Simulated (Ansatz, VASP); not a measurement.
# YPb2 (Pb-Y-Pb stack, (100) layers) in two plane-wave programs

Aim: how closely do two programs agree when they are given the same cell, functional and k mesh? Of the first pair: The structure shown is the start of the Ansatz relaxation below; VASP solves that cell, so the two are compared at the walk's first step.

Program: Ansatz 0.2.0. Level of theory: plane waves, with VASP 6.6.1 beside it; PBEsol. Results are calculated unless marked as measured.

### Step 1. The starting structure

The cell holds 3 atoms: 2 Pb and 1 Y. Its edges and angles: a = 3.302 Å, b = 3.302 Å, c = 33.991 Å, α = 90.0°, β = 90.0°, γ = 90.0°. It derives from YPb2. Vacuum lies along c.

### Step 2. Ansatz: relaxation, PBEsol

Ansatz runs on its default PAW (the set named soft_2) files.

The two programs are compared at the cell with which this relaxation starts, whose forces are those of its first step.

Input file input.yaml:

```yaml
crystal:
  lattice:
    - [3.3022935715, 0.0, 0.0]
    - [0.0, 3.3022935715, 0.0]
    - [0.0, 0.0, 33.9914332642]
  atoms:
    - { symbol: Pb, position: [0.0, 0.0, 0.1640542014] }
    - { symbol: "Y", position: [0.5, 0.5, 0.2367614198] }
    - { symbol: Pb, position: [0.0, 0.0, 0.3094686382] }
  periodic: [true, true, false]
kpoints:
  mp_grid: { grid: [8, 8, 1] }
hamiltonian:
  xc: pbesol
scf:
  occupations: { method: methfessel_paxton, width: 0.2 }
output:
  forces: true
  stress: true
  eigenvalues: true
  write_density: true
  write_potential: true
  elf: true
  volumetric_format: npy
relax:
  adjacent_minimum: "off"
  f_tol: 0.001
  max_steps: 60
  cell: { stress_2d_tol: 0.002 }
```

The run is started by

```sh
$ ansatz run input.yaml --threads 4 --pin off --max-ram 8192MiB --backend cpu --events-out ev --progress --plain --runs-dir out
```

Numbers of over 12 decimals in the logs are rounded to 6 here.

What it wrote:

```text
Engine: ansatz 0.2.0, aarch64-unknown-linux-gnu
Pseudopotentials: kind: paw
Pseudopotential: Pb, paw, valence charge 14, recommended cutoff 420 eV (normal), Pb.paw.azcp
Pseudopotential: Y, paw, valence charge 11, recommended cutoff 420 eV (normal), Y.paw.azcp
Functional definition: PBEsol
  exchange = pbesol_x
  correlation = pbesol_c
Crystal: 3 atoms, lattice volume = 370.681 Å³
Basis set: ecut = 420 eV, 7305 PW (Γ), exchange–correlation on 48×48×480 points (8 copies of the dense FFT grid, shifted against one another)
Bands: 24, of which v1, the nominal top of the filled ones, is band 20 counted from 1 (19 counted from 0)
Symmetry: 16 space group operations
Space group: P4/mmm (ITA 123), of the structure as read, at distance tolerance 7.2e-5 Å
k-points: 15 of 64
Non-local potential: Pb, projectors of the file, l = 0: 2, l = 1: 2, l = 2: 2, l = 3: 2
Non-local potential: Y, projectors of the file, l = 0: 3, l = 1: 2, l = 2: 2, l = 3: 1
PAW form: soft (Blöchl's): semilocal exchange-correlation on the pseudo side does not see the compensation charge
PAW frozen core: Pb, regenerated for the run's functional, and the local potential with it (the file was generated under x = pbe(κ = 0.804, μ = 0.219515), c = pbe(β = 0.066725))
PAW frozen core: Y, regenerated for the run's functional, and the local potential with it (the file was generated under x = pbe(κ = 0.804, μ = 0.219515), c = pbe(β = 0.066725))
PAW one-centre angular grid: Pb, 590 points (default); XC on 64 Gauss nodes
PAW one-centre angular grid: Y, 590 points (default); XC on 64 Gauss nodes
Initial density: superposition of atomic densities (neutral atoms: chi_scale 0, normalization atom), corrected by the library's trained network
Initial wavefunctions: pseudopotential atomic-orbital guess
Functional: x = pbesol(κ = 0.804, μ = 0.123457), c = pbesol(β = 0.046)
SCF iter   1: F=—  HF=-27305.050056 eV  |F-HF|=—  |Δ(HF+E_count)|=         —  Δρ=1.94e-3  dr2=5.03e-2  ethr=1.77e-3  ⟨swp⟩=11.2  Hψ=2430  notcnv=0
preconditioner: auto → LDOS  [metal: Δε(μ)=0.069 eV  Ē_g=13.948 eV  σ=0.200 eV  W_gap=0.28  n_scr=20 (ndim 8)  ℏωp=10.7 eV  f_vac=0.720  D(μ)=2.83/eV (n_scr^D=12)  β→1.0]
SCF iter   2: F=—  HF=-27305.047039 eV  |F-HF|=—  |Δ(HF+E_count)|=   3.02e-3  S|Δr|=    0.00e0  Δρ=8.46e-4  dr2=4.05e-3  ethr=1.29e-4  ⟨swp⟩=2.8  Hψ=825  notcnv=0
SCF iter   3: F=—  HF=-27305.046566 eV  |F-HF|=—  |Δ(HF+E_count)|=   4.73e-4  S|Δr|=    0.00e0  Δρ=3.10e-4  dr2=3.55e-4  ethr=1.04e-5  ⟨swp⟩=3.9  Hψ=927  notcnv=0
SCF iter   4: F=—  HF=-27305.046550 eV  |F-HF|=—  |Δ(HF+E_count)|=   1.61e-5  S|Δr|=    0.00e0  Δρ=1.28e-4  dr2=6.49e-5  ethr=9.11e-7  ⟨swp⟩=2.3  Hψ=626  notcnv=0
SCF iter   5: F=—  HF=-27305.046549 eV  |F-HF|=—  |Δ(HF+E_count)|=   4.29e-7  S|Δr|=    0.00e0  Δρ=4.84e-5  dr2=7.22e-6  ethr=1.66e-7  ⟨swp⟩=3.6  Hψ=849  notcnv=0
SCF iter   6: F=—  HF=-27305.046560 eV  |F-HF|=—  |Δ(HF+E_count)|=   1.06e-5  S|Δr|=    0.00e0  Δρ=1.37e-5  dr2=4.34e-7  ethr=1.85e-8  ⟨swp⟩=2.3  Hψ=645  notcnv=0
SCF iter   7: F=-27305.046561 eV  HF=-27305.046561 eV  |F-HF|=9.26e-8  |Δ(HF+E_count)|=   1.22e-6  S|Δr|=    0.00e0  Δρ=3.15e-6  dr2=2.16e-8  ethr=2.56e-10  ⟨swp⟩=22.4  Hψ=4507  notcnv=0
SCF 1 converged in 7 iterations: F = -27305.046561 eV  dr2 = 2.16e-8
  greatest PAW one-centre occupation: 0.993 electrons in one spin orbital (limit 2), on the Y atom at site 1 (counted from 0), in its partial waves of l = 0
relax step   1: F+E_penalty+E_count = -27305.04656112 eV  Δ(F+E_penalty+E_count) = +0.000e0 eV  max|allowed force component| = 3.196e-2 eV/Å  Δτ_max = 0.0000 Å  P = -0.150 N/m  Ω = 370.681 Å³  fix = [c, alpha, beta]  reactions: c -0.000 N/m  (7 SCF iters, dr2 threshold 1.00e-7 eV, accepted)
[...]
relax step   3: F+E_penalty+E_count = -27305.04705083 eV  Δ(F+E_penalty+E_count) = -1.345e-6 eV  max|allowed force component| = 1.459e-4 eV/Å  Δτ_max = 0.0006 Å  P = +0.005 N/m  Ω = 370.372 Å³  energy of the carried Pulay correction = +6.457e-6 eV  fix = [c, alpha, beta]  reactions: c +0.000 N/m  (5 SCF iters, dr2 threshold 5.70e-10 eV, accepted)
[...]
relax step   4: F+E_penalty+E_count = -27305.04705023 eV  Δ(F+E_penalty+E_count) = +6.000e-7 eV  max|allowed force component| = 1.139e-4 eV/Å  Δτ_max = 0.0002 Å  P = +0.001 N/m  Ω = 370.413 Å³  energy of the carried Pulay correction = +5.613e-6 eV  fix = [c, alpha, beta]  reactions: c +0.000 N/m  (5 SCF iters, dr2 threshold 2.50e-11 eV, accepted)
[...]
relax step   5: F+E_penalty+E_count = -27305.04704479 eV  Δ(F+E_penalty+E_count) = +5.433e-6 eV  max|allowed force component| = 1.142e-4 eV/Å  Δτ_max = 0.0000 Å  P = +0.001 N/m  Ω = 370.413 Å³  fix = [c, alpha, beta]  reactions: c +0.000 N/m  stress off target by 7.08e-4 N/m on what of the cell is left free  SCF on the basis re-selected at this cell (its energy is not comparable with the rows above)  (8 SCF iters)
basis re-selected at this cell: Δ(F+E_penalty+E_count) = +5.433e-6 eV, ΔP = -0.000 N/m vs the last step (what re-selecting the basis moved, of the pressure what is left beyond the Pulay correction that the steps carried, after the strain that the cell walked since its last selection, with what the two solves' SCF thresholds leave and, on support functions, any second-order correction that the steps lacked; it is no m [...]
SCF converged after 8 iterations
Stability not checked: this state was not tested for a lower state beside it, because cold or Methfessel-Paxton smearing, or corrected tetrahedra, fill the levels in a way that the test cannot read (fill_not_monotonic; see scf.lower_state_search)
Free energy (F): -27305.047045 eV
Harris-Foulkes:  -27305.047045 eV  (|F-HF|=1.09e-11)
Internal energy: -27305.042641 eV  (E = F + TS)
E sigma→0 (E₀):  -27305.045944 eV
Entropy (-TS):   -0.004404 eV (-1.468 meV/atom)
Fermi energy:    -4.709942 eV
--- Per-component energies (eV) ---
  E_band       = -771.876520
  E_kinetic    = 886.984469
  E_local      = -78811.845641  (includes V_loc(G=0)·N_el)
  E_nonlocal   = 754.945277
  E_hartree    = 38795.977590
  E_xc         = -609.456471
  E_vxc        = -463.523682  (∫ρ·V_xc dr)
  E_paw        = -23287.664238  (= ΣΔE_a)
  E_vpaw       = -730.392232  (= ΣTr[D̂ρ^β])
  E_aug_tail   = 0.000098  (compensation charges beyond the density's cutoff)
  E_ewald      = 34965.743270
  E_core_change = 0.273006  (= ΣΔE_core)
  E_smearing   = -0.004404  (= −TS)
  E_closure    = -0.000000  (closes the sum)
  Σ components = -27305.047045   (vs F -27305.047045, Δ=0.00e0)
--- Forces (eV/Å), atoms counted from 1 ---
  atom   1  Pb     0.00000000     0.00000000     0.00011421
  atom   2  Y     -0.00000000     0.00000000     0.00000000
  atom   3  Pb     0.00000000     0.00000000    -0.00011421
  max |Σ_I F_I| component: 1.58e-30 eV/Å
--- 2D stress c σ (N/m, compression-positive) ---
        0.000708       0.000000      -0.000000
        0.000000       0.000708      -0.000000
       -0.000000      -0.000000       0.000000
  P = ½ c Tr σ = 0.0007 N/m
--- Band table (eV; the first three rows and the last of 15) ---
  k-point 0: bands = [... 16 lower, -8.0788, -5.7147, -4.8940, -4.2729, -1.8028 (-1.8028°), -1.8028 (-1.8028°), -0.6955, -0.4056]
  k-point 1: bands = [... 16 lower, -7.7847, -5.6518, -4.7476, -4.0918, -2.5889, -1.6538 (-1.6538°), -1.5538, -0.3045]
  k-point 2: bands = [... 16 lower, -7.0141, -5.6656, -5.1784, -4.3452, -4.1506, -2.3765, -1.2671, -1.0383]
  k-point 14: bands = [... 16 lower, -6.5849, -6.5849, -5.7637, -5.7493, -5.7493, -2.9984, -1.7231, -1.7231]
  ° read free of the cell's end (the report's vacuum.weakly_bound_levels)
--- Relaxed structure (4 steps of the walk, 4 accepted, 1 SCFs on fresh bases) ---
  F+E_penalty+E_count = -27305.04704479 eV   max|allowed force component| = 1.142e-4 eV/Å   (the final SCF, on the basis selected at the relaxed cell)
  cell:  # Å, volume = 370.4126 Å³
    - [3.301096, 0, 0]
    - [0, 3.301096, 0]
    - [0, 0, 33.9914332642]
  atoms:
    - { symbol: Pb, position: [0, 0, 0.164464] }
    - { symbol: Y, position: [0.5, 0.5, 0.2367614198] }
    - { symbol: Pb, position: [0, 0, 0.309059] }
```

### Step 3. VASP: single point, PBEsol, start cell, pair 1

The same cell, functional, mesh and smearing now go to VASP, with its own data sets.

Lines of VASP's logs that name or quote its potential files are left out, and so is its time.

Input file INCAR:

```
SYSTEM = YPb2
PREC = Accurate
ENCUT = 400
EDIFF = 1E-06
NELM = 120
ISMEAR = 1
SIGMA = 0.2
LREAL = .FALSE.
ALGO = Normal
GGA = PS
NBANDS = 25
LASPH = .TRUE.
LORBIT = 11
LWAVE = .FALSE.
LCHARG = .FALSE.
ISIF = 2
LDIPOL = .TRUE.
IDIPOL = 3
DIPOL = 0.5 0.5 0.237
LVHAR = .TRUE.
GGA_COMPAT = .FALSE.
NELMDL = -8
```

Input file POSCAR:

```
YPb2
1.0
    3.3022940000      0.0000000000      0.0000000000
    0.0000000000      3.3022940000      0.0000000000
    0.0000000000      0.0000000000     33.9914330000
Pb Y
2 1
Direct
    0.0000000000      0.0000000000      0.1640541898
    0.0000000000      0.0000000000      0.3094686535
    0.5000000000      0.5000000000      0.2367614216
```

Input file KPOINTS:

```
Automatic mesh
0
Gamma
8 8 1
0 0 0
```

The projector-augmented-wave data sets are Pb_d and Y_sv (PBE family, release 64).

The run is started by

```sh
$ mpirun -np 1 vasp_std
```

What it wrote:

```text
[banner, memory and clock lines left out]
running    1 mpi-ranks, on    1 nodes
 distrk:  each k-point on    1 cores,    1 groups
 distr:  one band on    1 cores,    1 groups

 POSCAR found type information on POSCAR PbY
 POSCAR found :  2 types and       3 ions
|                                                                             |
|               ----> ADVICE to this user running VASP <----                  |
|                                                                             |
|     You enforced a specific xc type in the INCAR file but a different       |
|     [... a line on the potential file left out ...]
|     I HOPE YOU KNOW WHAT YOU ARE DOING!                                     |
|                                                                             |

 LDA part: xc-table for (Slater+PW92), standard interpolation
 POSCAR, INCAR and KPOINTS ok, starting setup
 FFT: planning ... GRIDC
 FFT: planning ... GRID_SOFT
 FFT: planning ... GRID
 WAVECAR not read
 entering main loop
       N       E                     dE             d eps       ncg     rms          rms(c)
DAV:   1     0.311100606970E+03    0.31110E+03   -0.15689E+04   966   0.101E+03
DAV:   2     0.120129442444E+02   -0.29909E+03   -0.29682E+03   877   0.352E+02
DAV:   3    -0.137831928209E+02   -0.25796E+02   -0.25684E+02  1193   0.120E+02
DAV:   4    -0.152862452289E+02   -0.15031E+01   -0.14967E+01  1201   0.303E+01
DAV:   5    -0.153811988248E+02   -0.94954E-01   -0.94852E-01  1210   0.386E+00
DAV:   6    -0.153832669234E+02   -0.20681E-02   -0.20680E-02  1161   0.650E-01
DAV:   7    -0.153833410948E+02   -0.74171E-04   -0.74170E-04  1212   0.104E-01
DAV:   8    -0.153833439716E+02   -0.28769E-05   -0.28771E-05  1191   0.226E-02    0.261E+01
DAV:   9    -0.150087651049E+02    0.37458E+00   -0.55955E-01   803   0.503E+00    0.160E+01
DAV:  10    -0.149192465868E+02    0.89519E-01   -0.81937E-01   921   0.527E+00    0.157E+00
DAV:  11    -0.149105722740E+02    0.86743E-02   -0.20047E-01   977   0.207E+00    0.114E+00
DAV:  12    -0.149033413719E+02    0.72309E-02   -0.47564E-02   948   0.858E-01    0.293E-01
DAV:  13    -0.149033068612E+02    0.34511E-04   -0.35932E-03   858   0.304E-01    0.215E-01
DAV:  14    -0.149033251466E+02   -0.18285E-04   -0.89514E-04  1037   0.167E-01    0.475E-02
[...]
DAV:  18    -0.149042986936E+02   -0.18106E-03   -0.26471E-05   825   0.191E-02    0.629E-03
DAV:  19    -0.149043431786E+02   -0.44485E-04   -0.37542E-06   680   0.752E-03    0.452E-03
DAV:  20    -0.149044439549E+02   -0.10078E-03   -0.67936E-06   609   0.116E-02    0.208E-03
DAV:  21    -0.149044506318E+02   -0.66769E-05   -0.17669E-07   665   0.520E-03    0.201E-03
DAV:  22    -0.149044669131E+02   -0.16281E-04   -0.27543E-07   569   0.253E-03    0.100E-03
DAV:  23    -0.149044756352E+02   -0.87221E-05   -0.28363E-07   585   0.221E-03    0.664E-04
DAV:  24    -0.149044799540E+02   -0.43188E-05   -0.14878E-07   554   0.223E-03    0.484E-04
DAV:  25    -0.149044807247E+02   -0.77065E-06   -0.84365E-09   498   0.611E-04
   1 F= -.14904481E+02 E0= -.14903193E+02  d E =-.386351E-02
```

From OUTCAR (step 3):

```text
ion  position               nearest neighbor table
   1  0.000  0.000  0.164-   3 3.40   3 3.40   3 3.40   3 3.40
   2  0.000  0.000  0.309-   3 3.40   3 3.40   3 3.40   3 3.40
   3  0.500  0.500  0.237-   1 3.40   1 3.40   1 3.40   1 3.40   2 3.40   2 3.40   2 3.40   2 3.40

  LATTYP: Found a simple tetragonal cell.
 ALAT       =     3.3022940000
 C/A-ratio  =    10.2932788540

 Subroutine GETGRP returns: Found 16 space group operations
 (whereof  8 operations were pure point group operations)

The static configuration has the point symmetry C_4v.
 The point group associated with its full space group is D_4h.

 Found     15 irreducible k-points:

   k-points           NKPTS =     15   k-points in BZ     NKDIM =     15   number of bands    NBANDS=     25

   dimension x,y,z NGX =    24 NGY =   24 NGZ =  224
   dimension x,y,z NGXF=    48 NGYF=   48 NGZF=  448

   ENCUT  =  400.0 eV  29.40 Ry    5.42 a.u.   5.39  5.39 55.43*2*pi/ulx,y,z

   NELECT =      39.0000    total number of electrons

 k-points in reciprocal lattice and weights: Automatic mesh
   0.00000000  0.00000000  0.00000000       0.016
   0.12500000  0.00000000  0.00000000       0.062
   0.25000000  0.00000000  0.00000000       0.062
   0.37500000  0.00000000  0.00000000       0.062
   0.50000000  0.00000000  0.00000000       0.031
   0.12500000  0.12500000  0.00000000       0.062
   0.25000000  0.12500000  0.00000000       0.125
   0.37500000  0.12500000  0.00000000       0.125
   0.50000000  0.12500000  0.00000000       0.062
[...]
0.50000000  0.37500000  0.00000000       0.062
   0.50000000  0.50000000  0.00000000       0.016

 dipolmoment           0.000000      0.000000      0.000001 electrons x Angstroem

 average (electrostatic) potential at core
       1 -98.8283       2 -98.8283       3 -42.5957

 E-fermi :  -2.2071

 k-point     1 :       0.0000    0.0000    0.0000
  band No.  band energies     occupation
    ...
     15     -12.2722      2.00000
     16     -11.8962      2.00000
     17      -5.5884      2.00000
     18      -3.2259      2.00000
     19      -2.3874      2.02329
     20      -1.7923     -0.01251
     21       0.7148     -0.00000
     22       0.7148     -0.00000
     23       1.7882     -0.00000
     24       2.0874      0.00000
    ...

 k-point     2 :       0.1250    0.0000    0.0000
  band No.  band energies     occupation
    ...
     15     -12.0538      2.00000
     16     -11.7195      2.00000
     17      -5.2937      2.00000
     18      -3.1603      2.00000
     19      -2.2405      1.27893
     20      -1.6071     -0.00019
     21      -0.0747     -0.00000
     22       0.8623     -0.00000
     23       0.9329     -0.00000
     24       2.1860      0.00000
    ...

 k-point     3 :       0.2500    0.0000    0.0000
  band No.  band energies     occupation
    ...
     15     -11.4175      2.00000
     16     -11.2015      2.00000
     17      -4.5223      2.00000
     18      -3.1623      2.00000
     19      -2.6631      2.00584
     20      -1.8459     -0.02841
     21      -1.6564     -0.00069
     22       0.0998     -0.00000
     23       1.2448     -0.00000
     24       1.4696     -0.00000
    ...

  Total       -0.1474653     -0.1474653     -0.2086368      0.0000000      0.0000000      0.0000000
  in kB       -0.6373816     -0.6373816     -0.9017799      0.0000000      0.0000000      0.0000000
  external PRESSURE =      -0.7255144 kB  Pullay stress =       0.0000000 kB

  energy-cutoff  :      400.00
  volume of cell :      370.68
      direct lattice vectors                 reciprocal lattice vectors
     3.302294000  0.000000000  0.000000000     0.302819797  0.000000000  0.000000000
     0.000000000  3.302294000  0.000000000     0.000000000  0.302819797  0.000000000
     0.000000000  0.000000000 33.991433000     0.000000000  0.000000000  0.029419177

 POSITION                                       TOTAL-FORCE (eV/Angst)
 -----------------------------------------------------------------------------------
      0.00000      0.00000      5.57644         0.000000      0.000000      0.034499
      0.00000      0.00000     10.51928         0.000000      0.000000     -0.034499
      1.65115      1.65115      8.04786        -0.000000      0.000000      0.000000
 -----------------------------------------------------------------------------------
    total drift:                                0.000000      0.000000      0.000029

  FREE ENERGIE OF THE ION-ELECTRON SYSTEM (eV)
  ---------------------------------------------------
  free  energy   TOTEN  =       -14.9044807247 eV

  energy  without entropy=      -14.9006172139  energy(sigma->0) =      -14.90319289

 vacuum level on the upper side and lower side of the slab         2.496         2.496

 total charge
# of ion       s       p       d       f       tot
--------------------------------------------------
    1        1.343   0.865   9.798   0.000  12.006
    2        1.343   0.865   9.798   0.000  12.006
    3        2.233   6.272   1.033   0.017   9.555
--------------------------------------------------
tot          4.919   8.002  20.629   0.017  33.567

[... 3 further parts left out ...]
```

The run ends at a pressure of -0.07 GPa, with forces up to 0.034 eV/Å.

### Step 4. Side by side

Known differences besides the potentials themselves: Ansatz cuts the interaction across the vacuum, VASP repeats the sheet with a dipole correction (LDIPOL); the cutoff is 420 eV in Ansatz and 400 eV in VASP; Ansatz makes its cores anew for this functional, VASP keeps those of its PBE data sets. Total energies have different zeros and are not compared.

The largest component of a force difference here is 3 meV/Å. Where the cell holds vacuum, a pressure given here is an average over it and none of the material.

### Step 5. Ansatz: relaxation, PBEsol

This run makes the geometry at which the two programs are then compared.

The structure compared here is the end of the Ansatz relaxation.

This is the run of step 2 again, met here at its other cell.

[end of part 1 of 2]

[Lines on the potential files, build, host, timing and source positions are cut from VASP's logs without a mark.]

[Logs are printed without paths, hosts, clocks, repeated set-up lines and the standing remarks that a program may print on its own settings, such as how far it seeks lower states.]

[Hosts, paths, dates, database ids (printed as entryN), source tags and the programs' standing remarks are cut or masked in the printed files.]
